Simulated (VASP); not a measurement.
A run of VASP 6.6.1 is set up as follows.

run.py

```python
from ase.calculators.vasp import Vasp
from ase.dft.bandgap import bandgap
from ase.spacegroup import crystal

atoms = crystal(
    ['Cu', 'Ti', 'Mg', 'Mg', 'Mg', 'Mg'],
    basis=[[0.0, 0.5, 0.316166], [0.5, 0.5, 0.177649], [0.5, 0.0, 0.166057], [0.5, 0.740493, 0.417642], [0.0, 0.0, 0.331796], [0.0, 0.257698, 0.086524]],
    spacegroup=38,
    setting=1,
    cellpar=[4.854496, 6.145224, 10.812392, 90.0, 90.0, 90.0],
    primitive_cell=True,
)
calc = Vasp(
    directory='calc',
    xc='lda',
    pp='LDA',
    setups='recommended',
    pp_version='54',
    prec='Accurate',
    encut=520,
    ediff=1e-06,
    ismear=0,
    sigma=0.02,
    lreal=False,
    lasph=True,
    nelm=80,
    algo='Normal',
    isif=2,
    lwave=False,
    lcharg=False,
    kpts=[5, 5, 6],
    gamma=True,
    nbands=28,
)
atoms.calc = calc

print('energy (eV):', atoms.get_potential_energy())
print('free energy (eV):', atoms.get_potential_energy(force_consistent=True))
print('forces (eV/A):')
print(atoms.get_forces())
print('stress (eV/A^3, Voigt):', atoms.get_stress())
print('Fermi level (eV):', calc.get_fermi_level())
gap, top, bottom = bandgap(calc)
print('band gap (eV):', gap, 'from (spin, k, band)', top, 'to', bottom)
```

Potentials or basis: VASP PAW LDA potentials, release 54 (Mg, Cu, Ti_sv).

Launch:

```bash
$ python run.py
```

(1) Estimate the pressure.

(2) Estimate the band gap on the k mesh.

(3) Predict the largest force.

Answers

(1) -4.1 GPa.

(2) none (metal or under the smearing width).

(3) 0.249 eV/Å.
